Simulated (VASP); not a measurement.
Input for VASP

**INCAR**
```
ALGO = Normal
EDIFF = 1E-6
ENCUT = 520
GGA = PE
ISIF = 2
ISMEAR = 0
ISPIN = 2
LASPH = T
LCHARG = F
LMAXMIX = 4
LORBIT = 10
LREAL = F
LWAVE = F
MAGMOM = 5.0 -5.0 0.0 0.0
NELM = 100
PREC = Accurate
SIGMA = 0.05
SYSTEM = MnO
```

File POSCAR:
```
MnO
9.0348580
  0.4938375346   0.2500000553   0.2472228119
  0.2469187673   0.5000000000   0.2472228119
  0.2469187673   0.2500000553   0.4944457345
Mn O
2 2
Cartesian
  0.0000000000   0.0000000000   0.0000000000
  0.4938375346   0.5000000553   0.4944456792
  0.2469187673   0.2500000277   0.2472228396
  0.7497525402   0.7500003340   0.7416687650
```

File KPOINTS:
```
kpoints
0
Gamma
4 4 4
0 0 0
```

POTCAR, in this order: Mn_pv O (PBE.64 set). Program: vasp_std.

**Question.** Translate this PBE calculation to Quantum ESPRESSO's pw.x.

**Answer.** One equivalent input (not run):
```
&CONTROL
  calculation = 'scf'
  pseudo_dir = './pseudo'
  outdir = './out'
  tprnfor = .true.
  tstress = .true.
/
&SYSTEM
  ibrav = 0
  nat = 4
  ntyp = 3
  ecutwfc = 96
  occupations = 'smearing'
  smearing = 'gaussian'
  degauss = 0.003675
  input_dft = 'pbe'
  nspin = 2
  starting_magnetization(1) = 0.5
  starting_magnetization(2) = -0.5
/
&ELECTRONS
  conv_thr = 7.3e-08
  electron_maxstep = 100
/
ATOMIC_SPECIES
  Mn1 54.938 Mn.upf
  Mn2 54.938 Mn.upf
  O 15.999 O.upf
CELL_PARAMETERS angstrom
     4.4617520    2.2587150    2.2336230
     2.2308760    4.5174290    2.2336230
     2.2308760    2.2587150    4.4672470
ATOMIC_POSITIONS crystal
  Mn1  0.0000000  0.0000000  0.0000000
  Mn2  0.5000000  0.5000000  0.5000000
  O    0.2500000  0.2500000  0.2500000
  O    0.7773250  0.7408920  0.7408920
K_POINTS automatic
  4 4 4 0 0 0
```
The two are equivalent in intent, not identical: the potentials are each code's own (VASP's PAW set, PseudoDojo norm-conserving files in pw.x), so ENCUT and ecutwfc are chosen apart and not converted; conv_thr bounds pw.x's estimated SCF error, while EDIFF bounds the energy change between steps; starting_magnetization is a fraction of the valence charge and MAGMOM a moment in μB, so they match only roughly.

The compound is MnO in the rock salt, AFM-II order structure. The cell was not relaxed at this level, atoms are displaced from their ideal sites. The k-mesh is coarse (spacing up to 0.58 per Å, 2π included), so the numbers may not be converged in it. The run is one of a series of settings (KPOINTS 4×4×4 Γ-centred mesh against the base run), some of them coarse on purpose.
